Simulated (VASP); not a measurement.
# Ca3ZnSe4 (P-43m) in VASP: reference runs

Aim: a first look at Ca3ZnSe4 with PBE, on the cell as given and on a disturbed one.

Program: VASP 6.6.1. These are calculated values, not measurements. Logs are shortened: lines on timing, memory, paths and dates and some standing lists are left out, and cuts for length are marked.

### Step 1. The structure

The structure is cubic, space group P-43m (No. 215). The conventional cell has a = 6.382 Å, b = 6.382 Å, c = 6.382 Å, α = 90.00°, β = 90.00°, γ = 90.00°. Around Se (site symmetry 3m) lie 1 Zn at 2.54 Å and 3 Ca at 2.84 Å. Around Zn (site symmetry -43m) lie 4 Se at 2.54 Å. Around Ca (site symmetry -42m) lie 4 Se at 2.84 Å.

The cell comes from a database or a generator and needn't be the stable form of this composition.

### Step 2. Single point, PBE

INCAR

```
  PREC = Accurate
  ENCUT = 520
  EDIFF = 1E-7
  ISMEAR = -1
  SIGMA = 0.05
  LREAL = False
  LASPH = True
  NELM = 60
  ALGO = Normal
  ISIF = 2
  LWAVE = False
  LCHARG = False
  GGA = PE
  NBANDS = 43
```

KPOINTS

```
Automatic mesh
0
Gamma
  4 4 4
```

POSCAR

```
Ca3ZnSe4
1.0
    6.3818350000      0.0000000000      0.0000000000
    0.0000000000      6.3818350000      0.0000000000
    0.0000000000      0.0000000000      6.3818350000
Se Zn Ca
4 1 3
Direct
    0.2300930000      0.2300930000      0.2300930000
    0.2300930000      0.7699070000      0.7699070000
    0.7699070000      0.2300930000      0.7699070000
    0.7699070000      0.7699070000      0.2300930000
    0.0000000000      0.0000000000      0.0000000000
    0.5000000000      0.0000000000      0.5000000000
    0.5000000000      0.5000000000      0.0000000000
    0.0000000000      0.5000000000      0.5000000000
```

Potentials or basis: VASP PAW PBE potentials, release 64 (Se, Zn, Ca_sv).

Started as:

```sh
$ cat potpaw_PBE.64/Se/POTCAR potpaw_PBE.64/Zn/POTCAR potpaw_PBE.64/Ca_sv/POTCAR > POTCAR
$ mpirun -np 1 vasp_std > vasp.out
```

OUTCAR:

```text
PREC = Accurate
   ENCUT = 520
   EDIFF = 1E-7
   ISMEAR = -1
   LREAL = False
   LASPH = True
   NELM = 60
   ISIF = 2
   GGA = PE

 ion  position               nearest neighbor table
   1  0.230  0.230  0.230-   5 2.54   6 2.84   7 2.84   8 2.84
   2  0.230  0.770  0.770-   5 2.54   6 2.84   7 2.84   8 2.84
   3  0.770  0.230  0.770-   5 2.54   6 2.84   7 2.84   8 2.84
   4  0.770  0.770  0.230-   5 2.54   6 2.84   7 2.84   8 2.84
   5  0.000  0.000  0.000-   1 2.54   2 2.54   3 2.54   4 2.54
   6  0.500  0.000  0.500-   1 2.84   2 2.84   3 2.84   4 2.84
   7  0.500  0.500  0.000-   1 2.84   2 2.84   3 2.84   4 2.84
   8  0.000  0.500  0.500-   1 2.84   2 2.84   3 2.84   4 2.84

  LATTYP: Found a simple cubic cell.
 ALAT       =     6.3818350000

  Lattice vectors:

 A1 = (   6.3818350000,   0.0000000000,   0.0000000000)
 A2 = (   0.0000000000,   6.3818350000,   0.0000000000)
 A3 = (   0.0000000000,   0.0000000000,   6.3818350000)

Analysis of symmetry for initial positions (statically):
=====================================================================
 Subroutine PRICEL returns:
 Original cell was already a primitive cell.

 Routine SETGRP: Setting up the symmetry group for a
 simple cubic supercell.

 Subroutine GETGRP returns: Found 24 space group operations
 (whereof 24 operations were pure point group operations)
 out of a pool of 48 trial point group operations.

The static configuration has the point symmetry T_d .

Analysis of symmetry for dynamics (positions and initial velocities):
=====================================================================
 Subroutine PRICEL returns:
 Original cell was already a primitive cell.

 Routine SETGRP: Setting up the symmetry group for a
 simple cubic supercell.

 Subroutine GETGRP returns: Found 24 space group operations
 (whereof 24 operations were pure point group operations)
 out of a pool of 48 trial point group operations.

The dynamic configuration has the point symmetry T_d .

 Subroutine INISYM returns: Found 24 space group operations
 (whereof 24 operations are pure point group operations),
 and found     1 'primitive' translations

----------------------------------------------------------------------------------------

                                     Primitive cell

  volume of cell :     259.9182

  direct lattice vectors                    reciprocal lattice vectors
     6.381835000  0.000000000  0.000000000     0.156694744  0.000000000  0.000000000
     0.000000000  6.381835000  0.000000000     0.000000000  0.156694744  0.000000000
     0.000000000  0.000000000  6.381835000     0.000000000  0.000000000  0.156694744

  length of vectors
     6.381835000  6.381835000  6.381835000     0.156694744  0.156694744  0.156694744

  position of ions in fractional coordinates (direct lattice)
     0.230093000  0.230093000  0.230093000
     0.230093000  0.769907000  0.769907000
     0.769907000  0.230093000  0.769907000
     0.769907000  0.769907000  0.230093000
     0.000000000  0.000000000  0.000000000
     0.500000000  0.000000000  0.500000000
     0.500000000  0.500000000  0.000000000
     0.000000000  0.500000000  0.500000000

  ion indices of the primitive-cell ions
   primitive index   ion index
                 1           1
                 2           2
                 3           3
                 4           4
                 5           5
                 6           6
                 7           7
                 8           8

----------------------------------------------------------------------------------------

 KPOINTS: Automatic mesh

Automatic generation of k-mesh.
 Grid dimensions read from file:
 generate k-points for:    4    4    4

 Generating k-lattice:

  Cartesian coordinates                     Fractional coordinates (reciprocal lattice)
     0.039173686  0.000000000  0.000000000     0.250000000  0.000000000  0.000000000
     0.000000000  0.039173686  0.000000000     0.000000000  0.250000000  0.000000000
     0.000000000  0.000000000  0.039173686     0.000000000  0.000000000  0.250000000

  Length of vectors
     0.039173686  0.039173686  0.039173686

  Shift w.r.t. Gamma in fractional coordinates (k-lattice)
     0.000000000  0.000000000  0.000000000

 Subroutine IBZKPT returns following result:
 ===========================================

 Found     10 irreducible k-points:

 Following reciprocal coordinates:
            Coordinates               Weight
  0.000000  0.000000  0.000000      1.000000
  0.250000  0.000000  0.000000      6.000000
  0.500000  0.000000  0.000000      3.000000
  0.250000  0.250000  0.000000     12.000000
  0.500000  0.250000  0.000000     12.000000
  0.500000  0.500000  0.000000      3.000000
  0.250000  0.250000  0.250000      8.000000
  0.500000  0.250000  0.250000     12.000000
  0.500000  0.500000  0.250000      6.000000
  0.500000  0.500000  0.500000      1.000000
   k-points           NKPTS =     10   k-points in BZ     NKDIM =     10   number of bands    NBANDS=     43
   number of dos      NEDOS =    301   number of ions     NIONS =      8
   total plane-waves  NPLWV = 110592
   dimension x,y,z NGX =    48 NGY =   48 NGZ =   48
   dimension x,y,z NGXF=    96 NGYF=   96 NGZF=   96
   ions per type =               4   1   3
   NGX,Y,Z   is equivalent  to a cutoff of  12.50, 12.50, 12.50 a.u.
   NGXF,Y,Z  is equivalent  to a cutoff of  25.01, 25.01, 25.01 a.u.
 SYSTEM =  unknown system
   PREC   = accura    normal or accurate (medium, high low for compatibility)
   ISTART =      0    job   : 0-new  1-cont  2-samecut
   ICHARG =      2    charge: 1-file 2-atom 10-const
   ISPIN  =      1    spin polarized calculation?
   LNONCOLLINEAR =      F non collinear calculations
   LSORBIT =      F    spin-orbit coupling
   LASPH  =      T    aspherical Exc in radial PAW
   ENCUT  =  520.0 eV  38.22 Ry    6.18 a.u.  11.87 11.87 11.87*2*pi/ulx,y,z
   NELM   =     60;   NELMIN=  2; NELMDL= -5     # of ELM steps
   EDIFF  = 0.1E-06   stopping-criterion for ELM
   LREAL  =      F    real-space projection
   EDIFFG = 0.1E-05   stopping-criterion for IOM
   NSW    =      0    number of steps for IOM
   IBRION =     -1    ionic relax: 0-MD 1-quasi-New 2-CG
   NFREE  =      0    steps in history (QN), initial steepest desc. (CG)
   ISIF   =      2    stress and relaxation
   ISYM   =      2    0-nonsym 1-usesym 2-fastsym
   POTIM  = 0.5000    time-step for ionic-motion
   TEBEG  =    0.0;   TEEND  =   0.0 temperature during run
   PSTRESS=    0.0 pullay stress
   NELECT =      66.0000    total number of electrons
   NUPDOWN=      -1.0000    fix difference up-down
   EMIN   =  10.00;   EMAX   =-10.00  energy-range for DOS
   EFERMI =   0.00;   METHOD = LEGACY
   ISMEAR =    -1;   SIGMA  =   0.05  broadening in eV -4-tet -1-fermi 0-gaus
   EFERMI_NEDOS =   21; number of points for ismear=-14 and -15
   IALGO  =     38    algorithm
   IMIX   =      4    mixing-type and parameters
     AMIX     =   0.40;   BMIX     =  1.00
     AMIX_MAG =   1.60;   BMIX_MAG =  1.00
  volume/ion in A,a.u.               =      32.49       219.25
  Fermi-wavevector in a.u.,A,eV,Ry     =   1.036678  1.959037 14.622200  1.074701
  Thomas-Fermi vector in A             =   2.171080
   LORBIT       =      0    0 simple, 1 ext, 2 COOP (PROOUT), +10 PAW based schemes
   GGA     = PE    functional components
   LHFCALC =     F    Hartree Fock is set to
   AEXX    =    0.0000 exact exchange contribution
   IVDW    =     0    specifies the selected vdW correction
   LEPSILON=     F    determine dielectric tensor
   LRPA    =     F    only Hartree local field effects (RPA)
 non-spin polarized calculation
  energy-cutoff  :      520.00
  volume of cell :      259.92
 maximum number of plane-waves:      7088
 NGX is ok and might be reduce to    48
   NGX = 23   NGY = 23   NGZ = 23

 number of electron      66.0000013 magnetization

 Free energy of the ion-electron system (eV)
  ---------------------------------------------------
  ext. energy  EPLUGINS =         0.00000000
  ---------------------------------------------------
  free energy    TOTEN  =       -32.53361376 eV

  energy without entropy =      -32.53361376  energy(sigma->0) =      -32.53361376

 E-fermi :   1.1551     XC(G=0):  -7.8982

 val. band max:        0.0320948071   @ k =   0.5000   0.0000   0.0000
 cond. band min:       2.0676363560   @ k =   0.0000   0.0000   0.0000
 fundamental gap:      2.0355415490
 Fermi energy:         1.1551324616

 k-point     1 :       0.0000    0.0000    0.0000
  band No.  band energies     occupation
      1     -39.3179      2.00000
      2     -39.3154      2.00000
      3     -39.3154      2.00000
      4     -20.4113      2.00000
      5     -20.4113      2.00000
      6     -20.4113      2.00000
[... 35 lines left out ...]
     42       5.6258      0.00000
     43       5.9894      0.00000

 k-point     2 :       0.2500    0.0000    0.0000
  band No.  band energies     occupation
      1     -39.3176      2.00000
      2     -39.3157      2.00000
      3     -39.3154      2.00000
      4     -20.4102      2.00000
      5     -20.4102      2.00000
      6     -20.4089      2.00000
[... 35 lines left out ...]
     42       5.6030      0.00000
     43       5.8521      0.00000

 k-point     3 :       0.5000    0.0000    0.0000
  band No.  band energies     occupation
      1     -39.3171      2.00000
      2     -39.3163      2.00000
      3     -39.3154      2.00000
      4     -20.4091      2.00000
      5     -20.4091      2.00000
      6     -20.4063      2.00000
[... 275 lines left out ...]
      6     -20.3914      2.00000
[... 35 lines left out ...]
     42       5.4193      0.00000
     43       5.4362      0.00000

 k-point    10 :       0.5000    0.5000    0.5000
  band No.  band energies     occupation
      1     -39.3163      2.00000
      2     -39.3163      2.00000
      3     -39.3163      2.00000
      4     -20.4358      2.00000
      5     -20.3914      2.00000
      6     -20.3914      2.00000
[... 35 lines left out ...]
     42       5.4281      0.00000
     43       5.4762      0.00000

------------------------ aborting loop because EDIFF is reached ----------------------------------------

  FORCE on cell =-STRESS in cart. coord.  units (eV):
  Direction    XX          YY          ZZ          XY          YZ          ZX
  --------------------------------------------------------------------------------------
  -------------------------------------------------------------------------------------
  Total       -0.0012759     -0.0012759     -0.0012759      0.0000000      0.0000000      0.0000000
  in kB       -0.0078645     -0.0078645     -0.0078645      0.0000000      0.0000000      0.0000000
  external PRESSURE =      -0.0078645 kB  Pullay stress =       0.0000000 kB

 VOLUME and BASIS-vectors are now :
 -----------------------------------------------------------------------------
  energy-cutoff  :      520.00
  volume of cell :      259.92
      direct lattice vectors                 reciprocal lattice vectors
     6.381835000  0.000000000  0.000000000     0.156694744  0.000000000  0.000000000
     0.000000000  6.381835000  0.000000000     0.000000000  0.156694744  0.000000000
     0.000000000  0.000000000  6.381835000     0.000000000  0.000000000  0.156694744

 POSITION                                       TOTAL-FORCE (eV/Angst)
 -----------------------------------------------------------------------------------
      1.46842      1.46842      1.46842        -0.015643     -0.015643     -0.015643
      1.46842      4.91342      4.91342        -0.015643      0.015643      0.015643
      4.91342      1.46842      4.91342         0.015643     -0.015643      0.015643
      4.91342      4.91342      1.46842         0.015643      0.015643     -0.015643
      0.00000      0.00000      0.00000        -0.000000      0.000000      0.000000
      3.19092      0.00000      3.19092        -0.000000     -0.000000      0.000000
      3.19092      3.19092      0.00000         0.000000      0.000000      0.000000
      0.00000      3.19092      3.19092         0.000000     -0.000000      0.000000
 -----------------------------------------------------------------------------------
    total drift:                                0.000000      0.000000      0.000000

  FREE ENERGIE OF THE ION-ELECTRON SYSTEM (eV)
  ---------------------------------------------------
  free  energy   TOTEN  =       -32.5336137572 eV

  energy  without entropy=      -32.5336137564  energy(sigma->0) =      -32.53361376
```

Run time: 98 s. Hardware: 1 thread of Intel Xeon Platinum 8488C (Sapphire Rapids), shared host; peak memory 0.37 GiB.

Results:

| Property | Result |
| --- | --- |
| Free energy | -32.5336 eV |
| Pressure | 0.0 GPa |
| Largest force | 0.027 eV/Å |
| Band gap on the k mesh | 2.04 eV, indirect (least direct gap 2.10 eV) |

Forces in eV/Å, atoms in the order of the input:
```
Se  -0.016 -0.016 -0.016
Se  -0.016  0.016  0.016
Se   0.016 -0.016  0.016
Se   0.016  0.016 -0.016
Zn   0.000  0.000  0.000
Ca   0.000  0.000  0.000
Ca   0.000  0.000  0.000
Ca   0.000  0.000  0.000
```

A k mesh can miss the band edges. As with any semilocal functional, this PBE gap is likely too small.

### Step 3. Single point, PBE (atoms moved at random, drawn with an rms of 0.05 Å)

INCAR

```
PREC     = Accurate       # precision mode
ENCUT    = 520            # plane-wave cutoff, eV
EDIFF    = 1E-7           # SCF threshold, eV
ISMEAR   = -1             # smearing method
SIGMA    = 0.05           # smearing width, eV
LREAL    = F              # projectors in reciprocal space
LASPH    = T              # aspherical terms in the spheres
NELM     = 80             # most SCF steps
ALGO     = Normal         # electronic algorithm
ISIF     = 2              # what is computed and relaxed
LWAVE    = F              # write WAVECAR
LCHARG   = F              # write CHGCAR
GGA      = PE             # functional
NBANDS   = 43             # bands
```

KPOINTS

```
regular mesh
0
Gamma
  4 4 4
```

POSCAR

```
Ca3ZnSe4
1.0
    6.3818350000      0.0000000000      0.0000000000
    0.0000000000      6.3818350000      0.0000000000
    0.0000000000      0.0000000000      6.3818350000
Se Zn Ca
4 1 3
Direct
    0.2298150000      0.2265690000      0.2316180000
    0.2326770000      0.7614510000      0.7692750000
    0.7736180000      0.2290860000      0.7626450000
    0.7705000000      0.7685560000      0.2237270000
    0.0066630000      0.0042530000     -0.0054000000
    0.4978680000      0.0044190000      0.4977190000
    0.4993250000      0.4951430000      0.0117470000
   -0.0063750000      0.4998940000      0.4956570000
```

Potentials or basis: VASP PAW PBE potentials, release 64 (Se, Zn, Ca_sv).

Started as:

```sh
$ cat potpaw_PBE.64/Se/POTCAR potpaw_PBE.64/Zn/POTCAR potpaw_PBE.64/Ca_sv/POTCAR > POTCAR
$ mpirun -np 1 vasp_std > vasp.out
```

Run time: 8.3 min. Hardware: 1 thread of Intel Xeon Platinum 8488C (Sapphire Rapids), shared host; peak memory 0.55 GiB.

Results (log left out):

```
Free energy            : -32.4926 eV
Pressure               : 0.0 GPa
Largest force          : 0.392 eV/Å
Band gap on the k mesh : 2.00 eV, indirect (least direct gap 2.05 eV)
```

Forces on the atoms (eV/Å):
```
Se  -0.161  0.035 -0.021
Se   0.008  0.115  0.006
Se  -0.119  0.008  0.252
Se   0.002  0.226  0.076
Zn  -0.083 -0.191 -0.076
Ca   0.107 -0.317  0.109
Ca   0.092  0.018 -0.380
Ca   0.155  0.106  0.035
```

Stress tensor (GPa, compression positive):
```
 0.04  0.35  0.32
 0.35  0.05 -0.29
 0.32 -0.29  0.02
```

Levels at points of the mesh, in eV from the valence-band top:
```
           k point  band 31  band 32  band 33  band 34  band 35  band 36
(0.00, 0.00, 0.00)    -0.09    -0.09    -0.05     2.00     3.39     3.48
(0.50, 0.00, 0.00)    -0.22    -0.03    -0.01     3.70     3.77     3.83
(0.00, 0.50, 0.00)    -0.21    -0.04     0.00     3.69     3.79     3.82
(0.00, 0.00, 0.50)    -0.22    -0.03    -0.02     3.70     3.78     3.82
(0.50, 0.50, 0.00)    -0.18    -0.12    -0.04     3.73     4.14     4.37
(0.00, 0.50, 0.50)    -0.17    -0.13    -0.04     3.73     4.13     4.34
(0.50, 0.00, 0.50)    -0.19    -0.08    -0.04     3.73     4.12     4.37
(0.50, 0.50, 0.50)    -0.10    -0.08    -0.06     2.74     4.72     4.73
```
